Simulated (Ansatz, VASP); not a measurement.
**Two plane-wave programs on NbB2**

```
Nb B
1.0
     2.99518    0.00000    0.00000
    -1.49759    2.59390    0.00000
     0.00000    0.00000    3.36335
Nb B
1 2
Direct
  0.00000 0.00000 0.00000
  0.33333 0.66667 0.50000
  0.66667 0.33333 0.50000
```

Change from the starting cell: strain -0.025 along x and y, +0.025 along z, atoms carried along.

Alike in both runs: task single point; functional LDA; k mesh 18 × 18 × 14; occupations gaussian, width 0.15 eV; no spin polarisation.

|  | VASP | Ansatz |
| --- | --- | --- |
| version | VASP 6.6.1 | Ansatz 0.2.0 |
| potentials or method | VASP PAW LDA potentials, release 64 (Nb_sv, B) | scalar-relativistic, plane waves, PAW |
| plane-wave cutoff (eV) | 520 | 420 |
| valence electrons in the cell | 19 | 19 |

Ansatz gave:

| Item | Value |
| --- | --- |
| gap on the k mesh at the Fermi level (eV) | none |
| pressure (GPa) | 9.8 |
| largest component of the traceless stress (GPa) | 9.49 |

Task: Estimate VASP's values.

Result: gap on the k mesh at the Fermi level (eV): none; pressure (GPa): 9.9; largest component of the traceless stress (GPa): 9.65.

A gap of «none» marks a metal or a gap that the smearing closes.
